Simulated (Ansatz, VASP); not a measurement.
## HfC: VASP beside Ansatz

One calculation is typed for both programs; each brings its own data sets. How far apart do they land? The cell is taken from a series of runs on this material, whose earlier steps may have relaxed, scaled, displaced or heated it; both programs get it as it stands.

Main program and level: Ansatz 0.2.0; plane waves, with VASP 6.6.1 beside it; zone-centre phonons at LDA.

## 1. The structure

It takes space group R-3m (No. 166, trigonal). Conventional cell: a = 3.266 Å, b = 3.266 Å, c = 7.874 Å, α = 90.00°, β = 90.00°, γ = 120.00°. Nearest to C lie 6 Hf at 2.30 Å. Nearest to Hf lie 6 C at 2.30 Å. Farther neighbours are not listed.

## 2. VASP: zone-centre phonons, LDA

Second derivatives magnify differences that forces hide, and they need a tight electronic threshold.

Lines of VASP's logs that name or quote its potential files are left out, and so is its time.

File INCAR:

```
SYSTEM = HfC
PREC = Accurate
ENCUT = 600
EDIFF = 1E-08
NELM = 120
ISMEAR = 1
SIGMA = 0.2
LREAL = .FALSE.
ALGO = Normal
GGA = PW92
NBANDS = 13
LASPH = .TRUE.
LORBIT = 11
LWAVE = .FALSE.
LCHARG = .FALSE.
ISIF = 2
IBRION = 8
GGA_COMPAT = .FALSE.
KPAR = 2
```

File POSCAR:

```
HfC
1.0
   -0.0241352565      2.2851010682      2.2851010682
    2.2851010682     -0.0241352565      2.2851010682
    2.2851010682      2.2851010682     -0.0241352565
C Hf
1 1
Direct
    0.0000000000      0.0000000000      0.0000000000
    0.5000000000      0.5000000000      0.5000000000
```

File KPOINTS:

```
Automatic mesh
0
Gamma
16 16 16
0 0 0
```

Potentials, in the order of the species: C and Hf_pv (LDA family, release 64).

The run is started by

```
$ mpirun -np 2 vasp_std
```

Numbers of over 12 decimals in the logs are rounded to 6 here.

Output:

```text
[banner, memory and clock lines left out]
running    2 mpi-ranks, on    1 nodes
 distrk:  each k-point on    1 cores,    2 groups
 distr:  one band on    1 cores,    1 groups

 POSCAR found type information on POSCAR C Hf
 POSCAR found :  2 types and       2 ions
|                                                                             |
|               ----> ADVICE to this user running VASP <----                  |
|                                                                             |
|     You enforced a specific xc type in the INCAR file but a different       |
|     [... a line on the potential file left out ...]
|     I HOPE YOU KNOW WHAT YOU ARE DOING!                                     |
|                                                                             |

 LDA part: xc-table for (Slater(with rela. corr.)+PW92), standard interpolation
 POSCAR, INCAR and KPOINTS ok, starting setup
 FFT: planning ... GRIDC
 FFT: planning ... GRID_SOFT
 FFT: planning ... GRID
 WAVECAR not read
 entering main loop
       N       E                     dE             d eps       ncg     rms          rms(c)
DAV:   1     0.240253872233E+02    0.24025E+02   -0.86283E+03 10874   0.119E+03
DAV:   2    -0.242946161974E+02   -0.48320E+02   -0.45136E+02 13594   0.221E+02
DAV:   3    -0.260321017711E+02   -0.17375E+01   -0.17260E+01 13697   0.299E+01
DAV:   4    -0.260419999954E+02   -0.98982E-02   -0.98969E-02 12046   0.269E+00
DAV:   5    -0.260420704916E+02   -0.70496E-04   -0.70494E-04 13747   0.208E-01    0.618E+01
DAV:   6    -0.229856876386E+02    0.30564E+01   -0.13976E+01 12502   0.197E+01    0.439E+01
DAV:   7    -0.229101247433E+02    0.75563E-01   -0.62646E-01 12552   0.554E+00    0.253E+01
DAV:   8    -0.228944077159E+02    0.15717E-01   -0.67168E-02 13222   0.198E+00    0.581E+00
DAV:   9    -0.228882957557E+02    0.61120E-02   -0.28238E-02 12877   0.893E-01    0.189E+00
DAV:  10    -0.228878213195E+02    0.47444E-03   -0.18334E-03 13061   0.312E-01    0.637E-02
DAV:  11    -0.228878203633E+02    0.95619E-06   -0.80501E-05 12942   0.800E-02    0.634E-02
DAV:  12    -0.228878201352E+02    0.22808E-06   -0.19441E-06 13742   0.116E-02    0.325E-02
DAV:  13    -0.228878198392E+02    0.29602E-06   -0.72326E-07 13102   0.466E-03    0.152E-03
DAV:  14    -0.228878198384E+02    0.82809E-09   -0.25512E-08 12373   0.133E-03
   1 F= -.22887820E+02 E0= -.22887620E+02  d E =-.600448E-03
 Linear response reoptimize wavefunctions to high precision
DAV:   1    -0.228878198381E+02    0.31559E-09   -0.57536E-10  9310   0.217E-04
DAV:   2    -0.228878198381E+02   -0.10914E-10   -0.73378E-11  6791   0.790E-05
 Linear response DOF=           2
 Linear response progress:
  Degree of freedom:   1/  2
       N       E                     dE             d eps       ncg     rms          rms(c)
RMM:   1    -0.123481375026E+00   -0.12348E+00    0.20093E-02 63075   0.193E+00
RMM:   2    -0.118648621181E+00    0.48328E-02   -0.36075E-03 45787   0.365E-01    0.442E-01
RMM:   3    -0.118977050722E+00   -0.32843E-03   -0.72474E-04 42011   0.153E-01    0.229E-01
RMM:   4    -0.119928167801E+00   -0.95112E-03   -0.43662E-04 42584   0.115E-01    0.376E-02
RMM:   5    -0.119924644309E+00    0.35235E-05   -0.11337E-05 47284   0.248E-02    0.110E-02
RMM:   6    -0.119923886765E+00    0.75754E-06   -0.39770E-07 51050   0.418E-03    0.460E-03
RMM:   7    -0.119912217457E+00    0.11669E-04   -0.95425E-08 49900   0.209E-03    0.288E-03
RMM:   8    -0.119915539792E+00   -0.33223E-05   -0.10578E-08 52758   0.697E-04    0.277E-04
RMM:   9    -0.119914893210E+00    0.64658E-06    0.38150E-09 55517   0.129E-04    0.227E-04
RMM:  10    -0.119914896237E+00   -0.30267E-08   -0.95415E-09 56163   0.289E-05    0.643E-05
 first order change of Fermi-energy  -0.55169E-03
 force on displaced ion       1 direction 1 :  -8.260   0.215   0.215
 Linear response progress:
  Degree of freedom:   2/  2
       N       E                     dE             d eps       ncg     rms          rms(c)
RMM:   1    -0.212837350784E+00   -0.21284E+00    0.37338E+00 31644   0.118E+01
RMM:   2    -0.208750145144E+00    0.40872E-02   -0.30481E-02 44035   0.127E+00    0.552E-01
RMM:   3    -0.208096891779E+00    0.65325E-03   -0.97475E-04 55122   0.148E-01    0.220E-01
RMM:   4    -0.207640261536E+00    0.45663E-03   -0.78944E-05 59512   0.501E-02    0.139E-01
RMM:   5    -0.207229605027E+00    0.41066E-03   -0.29740E-05 59793   0.354E-02    0.139E-02
RMM:   6    -0.207223357165E+00    0.62479E-05   -0.24120E-06 60435   0.101E-02    0.595E-03
RMM:   7    -0.207234331779E+00   -0.10975E-04   -0.23000E-06 64654   0.252E-03    0.635E-03
RMM:   8    -0.207235577552E+00   -0.12458E-05   -0.37900E-06 64482   0.586E-04    0.112E-03
RMM:   9    -0.207235898338E+00   -0.32079E-06   -0.26253E-06 66255   0.277E-04    0.121E-04
RMM:  10    -0.207236204585E+00   -0.30625E-06   -0.15505E-06 64411   0.101E-04    0.886E-05
RMM:  11    -0.207236247651E+00   -0.43065E-07   -0.72025E-07 69254   0.390E-05    0.897E-05
RMM:  12    -0.207236271506E+00   -0.23856E-07   -0.36962E-07 64038   0.189E-05    0.683E-06
RMM:  13    -0.207236277535E+00   -0.60288E-08   -0.19566E-07 58144   0.113E-05    0.100E-06
RMM:  14    -0.207236277828E+00   -0.29230E-09   -0.10992E-07 47202   0.782E-06    0.813E-06
RMM:  15    -0.207236280782E+00   -0.29547E-08   -0.58371E-08 44593   0.619E-06    0.255E-06
 first order change of Fermi-energy   0.74549E-03
 force on displaced ion       2 direction 1 :  -8.258   0.215   0.215
 Linear response finished
```

Parts of OUTCAR (step 2):

```text
ion  position               nearest neighbor table
   1  0.000  0.000  0.000-   2 2.30   2 2.30   2 2.30   2 2.30   2 2.30   2 2.30
   2  0.500  0.500  0.500-   1 2.30   1 2.30   1 2.30   1 2.30   1 2.30   1 2.30

  LATTYP: Found a trigonal (rhomboedric) cell.
 ALAT       =     3.2317110475
 COS(alpha) =     0.4894106933

 Subroutine GETGRP returns: Found 12 space group operations
 (whereof 12 operations were pure point group operations)

The static configuration has the point symmetry D_3d.

 Found    417 irreducible k-points:

   k-points           NKPTS =    417   k-points in BZ     NKDIM =    417   number of bands    NBANDS=     13

   dimension x,y,z NGX =    28 NGY =   28 NGZ =   28
   dimension x,y,z NGXF=    56 NGYF=   56 NGZF=   56

   ENCUT  =  600.0 eV  44.10 Ry    6.64 a.u.   6.45  6.45  6.45*2*pi/ulx,y,z

   NELECT =      14.0000    total number of electrons

 k-points in reciprocal lattice and weights: Automatic mesh
   0.00000000  0.00000000  0.00000000       0.000
   0.06250000  0.00000000 -0.00000000       0.001
   0.12500000  0.00000000 -0.00000000       0.001
   0.18750000  0.00000000  0.00000000       0.001
   0.25000000  0.00000000 -0.00000000       0.001
   0.31250000 -0.00000000 -0.00000000       0.001
   0.37500000  0.00000000  0.00000000       0.001
   0.43750000  0.00000000  0.00000000       0.001
   0.50000000  0.00000000 -0.00000000       0.001
[...]
-0.43750000  0.50000000  0.43750000       0.001
   0.50000000  0.50000000  0.50000000       0.000

 average (electrostatic) potential at core
       1 -51.6063       2 -35.3069

  Total       -0.5137151     -0.5137151     -0.5137151      0.2691939      0.2691939      0.2691939
  in kB      -33.9516086    -33.9516086    -33.9516086     17.7911189     17.7911189     17.7911189
  external PRESSURE =     -33.9516086 kB  Pullay stress =       0.0000000 kB

  energy-cutoff  :      600.00
  volume of cell :       24.24
      direct lattice vectors                 reciprocal lattice vectors
    -0.024135257  2.285101068  2.285101068    -0.215372274  0.217671321  0.217671321
     2.285101068 -0.024135257  2.285101068     0.217671321 -0.215372274  0.217671321
     2.285101068  2.285101068 -0.024135257     0.217671321  0.217671321 -0.215372274

 POSITION                                       TOTAL-FORCE (eV/Angst)
 -----------------------------------------------------------------------------------
      0.00000      0.00000      0.00000        -0.000000     -0.000000      0.000000
      2.27303      2.27303      2.27303         0.000000      0.000000     -0.000000
 -----------------------------------------------------------------------------------
    total drift:                                0.000000      0.000000      0.000000

 Eigenvectors and eigenvalues of the dynamical matrix
 ----------------------------------------------------

   1 f  =   13.565924 THz    85.237217 2PiTHz  452.510529 cm-1    56.104130 meV
             X         Y         Z           dx          dy          dz
      0.000000  0.000000  0.000000    -0.786967    0.456640    0.330327
      2.273033  2.273033  2.273033     0.204141   -0.118454   -0.085688

   2 f  =   13.565924 THz    85.237217 2PiTHz  452.510529 cm-1    56.104130 meV
             X         Y         Z           dx          dy          dz
      0.000000  0.000000  0.000000    -0.072926   -0.645070    0.717996
      2.273033  2.273033  2.273033     0.018917    0.167333   -0.186250

   3 f  =   13.040295 THz    81.934591 2PiTHz  434.977427 cm-1    53.930303 meV
             X         Y         Z           dx          dy          dz
      0.000000  0.000000  0.000000     0.558859    0.558859    0.558859
      2.273033  2.273033  2.273033    -0.144946   -0.144946   -0.144946

   4 f/i=    0.000060 THz     0.000377 2PiTHz    0.002000 cm-1     0.000248 meV
             X         Y         Z           dx          dy          dz
      0.000000  0.000000  0.000000    -0.203157    0.125434    0.077723
      2.273033  2.273033  2.273033    -0.783172    0.483549    0.299623

   5 f/i=    0.000060 THz     0.000377 2PiTHz    0.002000 cm-1     0.000248 meV
             X         Y         Z           dx          dy          dz
      0.000000  0.000000  0.000000     0.027546    0.162166   -0.189712
      2.273033  2.273033  2.273033     0.106189    0.625152   -0.731342

   6 f/i=    0.000568 THz     0.003566 2PiTHz    0.018932 cm-1     0.002347 meV
             X         Y         Z           dx          dy          dz
      0.000000  0.000000  0.000000     0.144946    0.144946    0.144946
      2.273033  2.273033  2.273033     0.558859    0.558859    0.558859

 ELASTIC MODULI CONTR FROM IONIC RELAXATION (kBar)
 Direction    XX          YY          ZZ          XY          YZ          ZX
 --------------------------------------------------------------------------------
 XX           0.0000      0.0000      0.0000      0.0000      0.0000      0.0000
 YY           0.0000      0.0000      0.0000      0.0000      0.0000      0.0000
 ZZ           0.0000      0.0000      0.0000      0.0000      0.0000      0.0000
 XY           0.0000      0.0000      0.0000      0.0000      0.0000      0.0000
 YZ           0.0000      0.0000      0.0000      0.0000      0.0000      0.0000
 ZX           0.0000      0.0000      0.0000      0.0000      0.0000      0.0000
 --------------------------------------------------------------------------------
```

## 3. Ansatz: zone-centre phonons, LDA

Ansatz runs on its PAW soft_1 files.

The same cell, functional (in two slightly different forms), mesh and smearing now go to Ansatz, which takes its cutoff from its data sets.

File input.yaml:

```yaml
crystal:
  lattice:
    - [-0.0241352565, 2.2851010682, 2.2851010682]
    - [2.2851010682, -0.0241352565, 2.2851010682]
    - [2.2851010682, 2.2851010682, -0.0241352565]
  atoms:
    - { symbol: C, position: [0.0, 0.0, 0.0] }
    - { symbol: Hf, position: [0.5, 0.5, 0.5] }
kpoints:
  mp_grid: { grid: [16, 16, 16] }
hamiltonian:
  xc: lda
  pseudopotentials: { kind: paw, azcp: { folder: soft_1 }, xc_functional: pbe }
scf:
  occupations: { method: methfessel_paxton, width: 0.2 }
output:
  eigenvalues: true
phonons:
  method: dfpt
```

The run is started by

```
$ ansatz run input.yaml --threads 4 --pin off --max-ram 10240MiB --backend cpu --events-out ev --progress --plain --runs-dir out
```

Output:

```text
Engine: ansatz 0.2.0, aarch64-unknown-linux-gnu
Pseudopotentials: kind: paw
Pseudopotential: C, paw, valence charge 4, recommended cutoff 420 eV (normal), soft_1/C.paw.azcp
Pseudopotential: Hf, paw, valence charge 26, recommended cutoff 420 eV (normal), soft_1/Hf.paw.azcp
Functional definition: SPW92
  exchange = slater_x
  correlation = pw_c
Crystal: 2 atoms, lattice volume = 24.242 Å³
Basis set: ecut = 420 eV, 501 PW (Γ), exchange–correlation on 48×48×48 points (8 copies of the dense FFT grid, shifted against one another)
Bands: 19, of which v1, the nominal top of the filled ones, is band 15 counted from 1 (14 counted from 0)
Symmetry: 12 space group operations
k-points: 1098 of 4096 (irreducible under 2 space group operations, time reversal used)
Non-local potential: C, projectors of the file, l = 0: 2, l = 1: 2, l = 2: 1
Non-local potential: Hf, projectors of the file, l = 0: 3, l = 1: 2, l = 2: 2, l = 3: 3
PAW form: soft (Blöchl's): semilocal exchange-correlation on the pseudo side does not see the compensation charge
PAW frozen core: C, regenerated for the run's functional, and the local potential with it (the file was generated under x = pbe(κ = 0.804, μ = 0.219515), c = pbe(β = 0.066725))
PAW frozen core: Hf, regenerated for the run's functional, and the local potential with it (the file was generated under x = pbe(κ = 0.804, μ = 0.219515), c = pbe(β = 0.066725))
PAW one-centre angular grid: C, 110 points (default); XC on 64 Gauss nodes
PAW one-centre angular grid: Hf, 590 points (default); XC on 64 Gauss nodes
Initial density: superposition of atomic densities (chi_scale 0.1, normalization cell, long waves kept (reshape's long-wave potential 0.00 eV rms))
Initial wavefunctions: pseudopotential atomic-orbital guess
Functional: x = slater, c = lda
SCF iter   1: F=—  HF=-15723.136467 eV  |F-HF|=—  |Δ(HF+E_count)|=         —  Δρ=9.03e-2  dr2=2.67e0  ethr=3.10e-3  ⟨swp⟩=4.9  Hψ=91482  notcnv=0
preconditioner: auto → Kerker (q_TF=auto, 2.827 Å⁻¹)  [metal: Δε(μ)=0.005 eV  Ē_g=17.710 eV  σ=0.200 eV  W_gap=0.02  n_scr=14 (ndim 8)  ℏωp=39.9 eV  f_vac=0.000  D(μ)=0.20/eV (n_scr^D=0)]
SCF iter   2: F=—  HF=-15722.569778 eV  |F-HF|=—  |Δ(HF+E_count)|=   5.67e-1  S|Δr|=    0.00e0  Δρ=3.24e-2  dr2=2.54e-1  ethr=3.10e-3  ⟨swp⟩=2.1  Hψ=36274  notcnv=0  defer=4
SCF iter   3: F=—  HF=-15722.511674 eV  |F-HF|=—  |Δ(HF+E_count)|=   5.81e-2  S|Δr|=    0.00e0  Δρ=1.38e-2  dr2=2.84e-2  ethr=8.46e-4  ⟨swp⟩=2.0  Hψ=37093  notcnv=0  defer=2
SCF iter   4: F=—  HF=-15722.504593 eV  |F-HF|=—  |Δ(HF+E_count)|=   7.08e-3  S|Δr|=    0.00e0  Δρ=7.70e-3  dr2=6.95e-3  ethr=9.48e-5  ⟨swp⟩=2.1  Hψ=37213  notcnv=0  defer=2
SCF iter   5: F=—  HF=-15722.503965 eV  |F-HF|=—  |Δ(HF+E_count)|=   6.28e-4  S|Δr|=    0.00e0  Δρ=1.53e-3  dr2=3.10e-4  ethr=2.32e-5  ⟨swp⟩=2.0  Hψ=31670  notcnv=0  defer=1
SCF iter   6: F=—  HF=-15722.503891 eV  |F-HF|=—  |Δ(HF+E_count)|=   7.43e-5  S|Δr|=    0.00e0  Δρ=2.69e-4  dr2=1.80e-5  ethr=1.03e-6  ⟨swp⟩=2.9  Hψ=38284  notcnv=0  defer=1
SCF iter   7: F=—  HF=-15722.503894 eV  |F-HF|=—  |Δ(HF+E_count)|=   3.31e-6  S|Δr|=    0.00e0  Δρ=7.52e-5  dr2=1.02e-6  ethr=5.99e-8  ⟨swp⟩=2.3  Hψ=38404  notcnv=0  defer=1
SCF iter   8: F=—  HF=-15722.503895 eV  |F-HF|=—  |Δ(HF+E_count)|=   1.09e-6  S|Δr|=    0.00e0  Δρ=1.31e-5  dr2=2.25e-8  ethr=3.39e-9  ⟨swp⟩=2.7  Hψ=40142  notcnv=0  defer=1
SCF iter   9: F=—  HF=-15722.503895 eV  |F-HF|=—  |Δ(HF+E_count)|=   1.28e-8  S|Δr|=    0.00e0  Δρ=2.38e-6  dr2=8.23e-10  ethr=7.51e-11  ⟨swp⟩=2.6  Hψ=37132  notcnv=0
SCF iter  10: F=—  HF=-15722.503895 eV  |F-HF|=—  |Δ(HF+E_count)|=   1.03e-9  S|Δr|=    0.00e0  Δρ=2.90e-7  dr2=1.90e-11  ethr=2.74e-12  ⟨swp⟩=2.8  Hψ=41191  notcnv=0
SCF iter  11: F=-15722.503895 eV  HF=-15722.503895 eV  |F-HF|=0.00e0  |Δ(HF+E_count)|=  3.64e-12  S|Δr|=    0.00e0  Δρ=4.06e-8  dr2=2.28e-13  ethr=1.00e-12  ⟨swp⟩=7.7  Hψ=123220  notcnv=0
SCF 1 converged in 11 iterations: F = -15722.503895 eV  dr2 = 2.28e-13
  greatest PAW one-centre occupation: 0.998 electrons in one spin orbital (limit 2), on the Hf atom at site 1 (counted from 0), in its partial waves of l = 3
DFPT response loops at Γ: preconditioner auto → Kerker (q_TF=auto, 2.827 Å⁻¹) (partly filled bands, converged f_vac=0.000); β = 1.00, the filter's whole step (`scf.mixing.beta` (0.50) is not read by the response loops under this deck's `scf.mixing.preconditioner`; to damp them name `kerker` or `kerker_dos`, under which they read `scf.mixing.beta`, and type it under 1.00, their step now; both keys bind the ground state too); Broyden in place of MSR1
SCF converged after 11 iterations
Stability not checked: this state was not tested for a lower state beside it, because cold or Methfessel-Paxton smearing, or corrected tetrahedra, fill the levels in a way that the test cannot read (fill_not_monotonic; see scf.lower_state_search)
Free energy (F): -15722.503895 eV
Harris-Foulkes:  -15722.503895 eV  (|F-HF|=0.00e0)
Internal energy: -15722.503309 eV  (E = F + TS)
E sigma→0 (E₀):  -15722.503749 eV
Entropy (-TS):   -0.000587 eV (-0.293 meV/atom)
Fermi energy:    18.972194 eV
--- Per-component energies (eV) ---
  E_band       = 79.699400
  E_kinetic    = 496.106940
  E_local      = -6141.967417  (includes V_loc(G=0)·N_el)
  E_nonlocal   = 99.336722
  E_hartree    = 3009.724220
  E_xc         = -312.568630
  E_vxc        = -314.720598  (∫ρ·V_xc dr)
  E_paw        = -7548.379625  (= ΣΔE_a)
  E_vpaw       = -78.504783  (= ΣTr[D̂ρ^β])
  E_aug_tail   = 0.000112  (compensation charges beyond the density's cutoff)
  E_ewald      = -5327.275550
  E_core_change = 2.519920  (= ΣΔE_core)
  E_smearing   = -0.000587  (= −TS)
  E_closure    = 0.000000  (closes the sum)
  Σ components = -15722.503895   (vs F -15722.503895, Δ=0.00e0)
--- Band table (eV; the first three rows and the last of 1098) ---
  k-point 0: bands = [... 11 lower, 8.0994, 20.0376, 20.0376, 20.1375, 20.1729, 20.1729, 20.4083, 22.3771]
  k-point 1: bands = [... 11 lower, 8.0994, 19.1945, 19.4402, 19.5663, 20.4526, 20.6043, 20.8378, 22.9019]
  k-point 2: bands = [... 11 lower, 8.0997, 18.1288, 18.5990, 18.7293, 20.7943, 20.9499, 21.3052, 24.0129]
  k-point 1097: bands = [... 11 lower, 10.8551, 12.6592, 15.7217, 15.7217, 24.4345, 24.4345, 24.9093, 25.7201]
--- Phonons (Γ-DFPT): 2 representative perturbations + reference, on 1098 of 4096 k-points (Σ response iterations 7) ---
  k mesh reduced under 2 symmetry operations, with k and −k counted as one. Each operation leaves every solved perturbation unchanged. A smaller set is not used because it would not reduce the number of displacements times k-points to solve
  ASR residual: 1.782e-5 → 0.000e0 eV/Å²; symmetrization residual: 8.968e-7 eV/Å²
  ASR residual per site (eV/Å²): 5.39e-6 1.78e-5
  Γ frequencies (cm⁻¹): 0.00 0.00 0.00 437.45 454.28 454.28
  non-analytic LO–TO correction: not included (Born effective charges unavailable; polar crystals: no LO–TO splitting at Γ)
```

Reading the cycles: dr2 is the Hartree energy of the density residual (eV), the measure of convergence; HF is the Harris–Foulkes estimate of the energy, which meets the free energy F at convergence.

## 4. Side by side

Known differences besides the potentials themselves: the data sets hold 30 valence electrons in Ansatz (on its PAW soft_1 files) and 14 in VASP; the cutoff is 420 eV in Ansatz and 600 eV in VASP; VASP's log shows a relativistic correction to its local exchange, Ansatz's none. Total energies have different zeros and are not compared.

Both answers:

```csv
quantity,Ansatz,VASP,difference
optical mode 1 (cm⁻¹),437.4,435.0,+0.57 %
optical mode 2 to 3 (cm⁻¹),454.3,452.5,+0.39 %
```

Modes are paired by rising frequency, not by their patterns, so a pair may set unlike modes beside each other; they are those without the splitting of longitudinal modes.

## 5. Outcome

| Item | Value |
| --- | --- |
| r.m.s. difference of the optical zone-centre modes, each program's sorted by frequency (zone-centre phonons, LDA) | 2.0 cm⁻¹ |
| difference in optical mode 1 (zone-centre phonons, LDA) | +0.6 % |

The r.m.s. difference of the optical zone-centre modes, each program's sorted by frequency is 2.0 cm⁻¹ (zone-centre phonons, LDA). The data sets hold unlike numbers of valence electrons (30 in Ansatz and 14 in VASP), so part of the differences comes from the potentials. Among the rows given in per cent, the largest difference of the zone-centre phonons, LDA pair is in optical mode 1, +0.6 %. How closely two codes agree says nothing of how well the functional describes the real material.

[Lines on the potential files, build, host, timing and source positions are cut from VASP's logs without a mark.]

[Logs are printed without paths, hosts, clocks, repeated set-up lines and the standing remarks that a program may print on its own settings, such as how far it seeks lower states.]

[Hosts, paths, dates, database ids (printed as entryN), source tags and the programs' standing remarks are cut or masked in the printed files.]
